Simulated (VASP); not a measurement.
An input for Ansatz (written as the equivalent of a VASP run, and not itself run):

Ansatz 0.2 input:
```yaml
crystal:
  lattice:
    - [4.6878040, 0.0000000, 0.0000000]
    - [0.0000000, 4.6878040, 0.0000000]
    - [0.0000000, 0.0000000, 3.2153953]
  atoms:
    - { symbol: Mn, position: [1.0000000, 1.0000000, 0.0000000], spin: 4.5 }
    - { symbol: Mn, position: [0.5000000, 0.5000000, 0.5000000], spin: -4.5 }
    - { symbol: F, position: [0.3021783, 0.3021783, 0.0000000] }
    - { symbol: F, position: [0.8021783, 0.1978217, 0.5000000] }
    - { symbol: F, position: [0.1978217, 0.8021783, 0.5000000] }
    - { symbol: F, position: [0.6978217, 0.6978217, 0.0000000] }
kpoints:
  mp_grid: { grid: [5, 5, 7] }
hamiltonian:
  xc: pbesol
  pseudopotentials: { kind: paw }
magnetization: { spin_polarized: true }
scf:
  occupations: { method: gaussian, width: 0.05 }
  max_iter: 100
relax:
  max_steps: 40
  f_tol: 0.02
  cell: { p_target: 10 }
output: { forces: true, stress: true, eigenvalues: true }
```

### Question
Write the VASP files for the same calculation (PBEsol).

### Answer
Several could match; the one computed here: 
KPOINTS:
```
Regular mesh
0
Gamma
 5 5 7
```

**POSCAR**
```
MnF2
1
    4.6878039953     0.0000000000     0.0000000000
    0.0000000000     4.6878039953     0.0000000000
    0.0000000000     0.0000000000     3.2153952719
Mn F
2 4
Direct
  1.0000000000   1.0000000000   0.0000000000
  0.5000000000   0.5000000000   0.5000000000
  0.3021783313   0.3021783313   0.0000000000
  0.8021783313   0.1978216687   0.5000000000
  0.1978216687   0.8021783313   0.5000000000
  0.6978216687   0.6978216687   0.0000000000
```

### INCAR
```
ALGO = Normal
EDIFF = 1E-6
EDIFFG = -0.02
ENCUT = 620
GGA = PS
IBRION = 2
ISIF = 3
ISMEAR = 0
ISPIN = 2
LASPH = .TRUE.
LCHARG = .FALSE.
LMAXMIX = 4
LORBIT = 10
LREAL = .FALSE.
LWAVE = .FALSE.
MAGMOM = 4.5 -4.5 -0.0 0.0 0.0 -0.0
NELM = 100
NSW = 40
PREC = Accurate
PSTRESS = 100
SIGMA = 0.05
SYSTEM = MnF2
```

POTCAR, in this order: Mn_pv F (PBE.64 set). Program: vasp_std.

Limits of the translation: each code has its own PAW files, so the cut-off isn't converted (ENCUT is set for VASP's; basis.ecutwfc is left out, and Ansatz then takes the one that its files recommend); Ansatz stops its SCF on the density residual and VASP on the energy change (EDIFF).

The compound is MnF2 in the rutile structure. It was relaxed first under an external pressure of 10 GPa.
